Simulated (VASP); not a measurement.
Data:

```
CELL_PARAMETERS angstrom
      2.53168     0.00000     0.00000
     -1.26584     2.19250     0.00000
      0.00000     0.00000    25.21233
ATOMIC_POSITIONS crystal
  Cu 0.66667 0.33333 0.33749
  Cu 0.33333 0.66667 0.41856
  Cu 0.00000 0.00000 0.50000
  Cu 0.66667 0.33333 0.58144
  Cu 0.33333 0.66667 0.66251
```

Calculation: r2SCAN meta-GGA, VASP's PBE PAW potentials (set 64) (plane waves; VASP). Numerical set-up: PREC = Normal, 400 eV cut-off, 12×12×1 Γ-centred mesh, first-order Methfessel-Paxton smearing of 0.10 eV, potentials Cu.

Problem. Estimate the energy per atom (σ→0), band gap (on the k-mesh) with the smallest direct gap where there is one.

Solution. 
```yaml
band gap (on the k-mesh): none (metal, semimetal or under 0.01 eV)
energy per atom (σ→0): -10.606 eV/atom
```

The absolute energy has meaning only against runs of the same code, potentials and settings.

The cell is a thin slab with vacuum, built from Cu (fcc): (111) face.
